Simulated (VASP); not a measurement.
Computed with PBE GGA, VASP's PBE PAW potentials (set 64) (plane waves; VASP 6.6.1).

A VASP calculation is set up with these files.

File POSCAR:
```
MoSi2
1
   -1.5729000000     1.5729000000     3.8465000000
    1.5729000000    -1.5729000000     3.8465000000
    1.5729000000     1.5729000000    -3.8465000000
Si Mo
2 1
Direct
  0.6516230000   0.6631540000  -0.0087410000
  0.3421930000   0.3151010000  -0.0234700000
  0.0061840000   0.0217440000   0.0322110000
```

**KPOINTS**
```
Automatic mesh
0
Gamma
7 7 9
0 0 0
```

### INCAR
```
SYSTEM = MoSi2
PREC = Accurate
ENCUT = 300
EDIFF = 1E-6
NELM = 100
ALGO = Normal
LREAL = .FALSE.
LASPH = .TRUE.
ISMEAR = 0
SIGMA = 0.1
GGA = PE
LMAXMIX = 4
LWAVE = .FALSE.
LCHARG = .FALSE.
ISIF = 2
```

POTCAR, in this order: Si Mo_sv (PBE.64 set). Program: vasp_std.

Output of the run:

OUTCAR:
```
 ion  position               nearest neighbor table
   1  0.652  0.663  0.991-   2 2.47   3 2.48   2 2.54   3 2.55   3 2.57   3 2.59   2 2.59   3 2.64
                             2 2.64   2 2.69
   2  0.342  0.315  0.977-   3 2.43   3 2.45   1 2.47   1 2.54   1 2.59   3 2.62   3 2.64   1 2.64
                             3 2.64   1 2.69
   3  0.006  0.022  0.032-   2 2.43   2 2.45   1 2.48   1 2.55   1 2.57   1 2.59   2 2.62   1 2.64
                             2 2.64   2 2.64
  LATTYP: Found a body centered tetragonal cell.
 ALAT       =     3.1458000000
 C/A-ratio  =     2.4454828660
 Subroutine PRICEL returns:
 Original cell was already a primitive cell.
 Subroutine GETGRP returns: Found  1 space group operations
The static configuration has the point symmetry C_1 .
The dynamic configuration has the point symmetry C_1 .
 Subroutine INISYM returns: Found  1 space group operations
 Subroutine IBZKPT returns following result:
 Found    221 irreducible k-points:

 Following reciprocal coordinates:
            Coordinates               Weight
  0.000000  0.000000  0.000000      1.000000
  0.142857 -0.000000  0.000000      2.000000
  0.285714  0.000000  0.000000      2.000000
  0.428571  0.000000  0.000000      2.000000
 -0.000000  0.142857  0.000000      2.000000
  0.142857  0.142857  0.000000      2.000000
  0.285714  0.142857  0.000000      2.000000
  0.428571  0.142857  0.000000      2.000000
 -0.428571  0.142857 -0.000000      2.000000
 -0.285714  0.142857 -0.000000      2.000000
 -0.142857  0.142857  0.000000      2.000000
  0.000000  0.285714  0.000000      2.000000
  0.142857  0.285714  0.000000      2.000000
  0.285714  0.285714  0.000000      2.000000
  0.428571  0.285714  0.000000      2.000000
 -0.428571  0.285714  0.000000      2.000000
 -0.285714  0.285714  0.000000      2.000000
 -0.142857  0.285714  0.000000      2.000000
  0.000000  0.428571  0.000000      2.000000
  0.142857  0.428571  0.000000      2.000000
  0.285714  0.428571  0.000000      2.000000
  0.428571  0.428571  0.000000      2.000000
 -0.428571  0.428571  0.000000      2.000000
 -0.285714  0.428571 -0.000000      2.000000
 -0.142857  0.428571  0.000000      2.000000
  0.000000  0.000000  0.111111      2.000000
  0.142857  0.000000  0.111111      2.000000
  0.285714  0.000000  0.111111      2.000000
  0.428571  0.000000  0.111111      2.000000
 -0.428571 -0.000000  0.111111      2.000000
 -0.285714  0.000000  0.111111      2.000000
 -0.142857  0.000000  0.111111      2.000000
  0.000000  0.142857  0.111111      2.000000
  0.142857  0.142857  0.111111      2.000000
  0.285714  0.142857  0.111111      2.000000
  0.428571  0.142857  0.111111      2.000000
 -0.428571  0.142857  0.111111      2.000000
 -0.285714  0.142857  0.111111      2.000000
 -0.142857  0.142857  0.111111      2.000000
  0.000000  0.285714  0.111111      2.000000
   k-points           NKPTS =    221   k-points in BZ     NKDIM =    221   number of bands    NBANDS=     15
   number of dos      NEDOS =    301   number of ions     NIONS =      3
   total plane-waves  NPLWV =  21952
   dimension x,y,z NGX =    28 NGY =   28 NGZ =   28
   dimension x,y,z NGXF=    56 NGYF=   56 NGZF=   56
   ions per type =               2   1
   PREC   = accura    normal or accurate (medium, high low for compatibility)
   ISTART =      0    job   : 0-new  1-cont  2-samecut
   ICHARG =      2    charge: 1-file 2-atom 10-const
   ISPIN  =      1    spin polarized calculation?
   LNONCOLLINEAR =      F non collinear calculations
   LSORBIT =      F    spin-orbit coupling
   INIWAV =      1    electr: 0-lowe 1-rand  2-diag
   ENCUT  =  300.0 eV  22.05 Ry    4.70 a.u.   6.28  6.28  6.28*2*pi/ulx,y,z
...
```

**OSZICAR**
```
       N       E                     dE             d eps       ncg     rms          rms(c)
DAV:   1     0.660581027027E+02    0.66058E+02   -0.87423E+03  7309   0.921E+02
DAV:   2    -0.224660665776E+02   -0.88524E+02   -0.87038E+02  8422   0.251E+02
DAV:   3    -0.237693808802E+02   -0.13033E+01   -0.12986E+01  8464   0.284E+01
DAV:   4    -0.237747313197E+02   -0.53504E-02   -0.53495E-02  7988   0.202E+00
DAV:   5    -0.237747702241E+02   -0.38904E-04   -0.38904E-04  8429   0.151E-01    0.245E+01
DAV:   6    -0.230730817428E+02    0.70169E+00   -0.58046E+00  7778   0.173E+01    0.618E+00
DAV:   7    -0.229728127905E+02    0.10027E+00   -0.77114E-01  7435   0.577E+00    0.513E+00
DAV:   8    -0.229415547933E+02    0.31258E-01   -0.99100E-02  8135   0.261E+00    0.480E-01
DAV:   9    -0.229408601591E+02    0.69463E-03   -0.21329E-03  8030   0.393E-01    0.225E-01
DAV:  10    -0.229407982709E+02    0.61888E-04   -0.51842E-04  8072   0.203E-01    0.601E-02
DAV:  11    -0.229407931291E+02    0.51418E-05   -0.88117E-05  8128   0.771E-02    0.223E-02
DAV:  12    -0.229407930623E+02    0.66850E-07   -0.10799E-05  7687   0.236E-02    0.609E-03
DAV:  13    -0.229407923852E+02    0.67713E-06   -0.10262E-06  3875   0.924E-03
   1 F= -.22940792E+02 E0= -.22940531E+02  d E =-.521819E-03
```

File OUTCAR:
```
------------------------ aborting loop because EDIFF is reached ----------------------------------------
  FORCE on cell =-STRESS in cart. coord.  units (eV):
  Direction    XX          YY          ZZ          XY          YZ          ZX
  --------------------------------------------------------------------------------------
  Total        4.1169794      4.4589941      4.8641100      0.1437993      0.0818245     -0.3747147
  in kB      173.2851396    187.6806639    204.7321374      6.0525628      3.4440221    -15.7718783
  external PRESSURE =     188.5659803 kB  Pullay stress =       0.0000000 kB
  volume of cell :       38.07
      direct lattice vectors                 reciprocal lattice vectors
    -1.572900000  1.572900000  3.846500000     0.000000000  0.317884163  0.129988301
     1.572900000 -1.572900000  3.846500000     0.317884163  0.000000000  0.129988301
     1.572900000  1.572900000 -3.846500000     0.317884163  0.317884163  0.000000000
 POSITION                                       TOTAL-FORCE (eV/Angst)
 -----------------------------------------------------------------------------------
      1.57729      1.54101      1.24441         0.178539      0.484782      0.742281
      1.49337      1.57860     -1.22794         1.355898      0.039764     -1.293460
      0.07514      0.02619     -0.01647        -1.534438     -0.524546      0.551179
 -----------------------------------------------------------------------------------
    total drift:                               -0.000026     -0.000021     -0.000036
  FREE ENERGIE OF THE ION-ELECTRON SYSTEM (eV)
  ---------------------------------------------------
  free  energy   TOTEN  =       -22.9407923852 eV

  energy  without entropy=      -22.9402705657  energy(sigma->0) =      -22.94053148
```
(Selected blocks of OUTCAR.)

### OUTCAR
```
 val. band max:       13.0415971540   @ k =  -0.2857  -0.2857   0.3333

 cond. band min:      13.2347711885   @ k =  -0.1429  -0.1429   0.1111


 Fermi energy:        13.0769101329

 k-point     1 :       0.0000    0.0000    0.0000
  band No.  band energies     occupation
      1     -47.4887      2.00000
      2     -21.6973      2.00000
      3     -21.6264      2.00000
      4     -21.6039      2.00000
      5      -0.7036      2.00000
      6       6.2342      2.00000
      7       9.6201      2.00000
      8       9.7812      2.00000
      9      10.3754      2.00000
     10      10.4825      2.00000
     11      13.3441      0.00016
     12      16.0761      0.00000
     13      16.4660      0.00000
     14      16.6630      0.00000
     15      16.8537      0.00000

 k-point     2 :       0.1429   -0.0000    0.0000
  band No.  band energies     occupation
      1     -47.4844      2.00000
      2     -21.7020      2.00000
      3     -21.6779      2.00000
      4     -21.5996      2.00000
      5      -0.3115      2.00000
      6       6.2901      2.00000
      7       8.5883      2.00000
      8       9.6460      2.00000
      9      10.6442      2.00000
     10      11.0241      2.00000
     11      12.4158      2.00000
     12      15.2301      0.00000
     13      15.7209      0.00000
     14      16.9633      0.00000
     15      17.7175      0.00000

 k-point     3 :       0.2857    0.0000    0.0000
  band No.  band energies     occupation
      1     -47.4741      2.00000
      2     -21.8268      2.00000
      3     -21.6786      2.00000
      4     -21.5872      2.00000
      5       0.7990      2.00000
      6       5.8385      2.00000
      7       7.6974      2.00000
      8       9.1522      2.00000
      9      10.8043      2.00000
     10      11.0974      2.00000
     11      11.6330      2.00000
     12      14.5708      0.00000
     13      15.5155      0.00000
     14      17.4577      0.00000
     15      17.9473      0.00000
...
```

At this cut-off the stress carries a Pulay error, which pulls relaxed volumes low.

The structure is a typed MoSi2 crystal. The cell was not relaxed at this level, atoms are displaced from their ideal sites. The k-mesh is coarse (spacing up to 0.31 per Å, 2π included), so the numbers may not be converged in it.
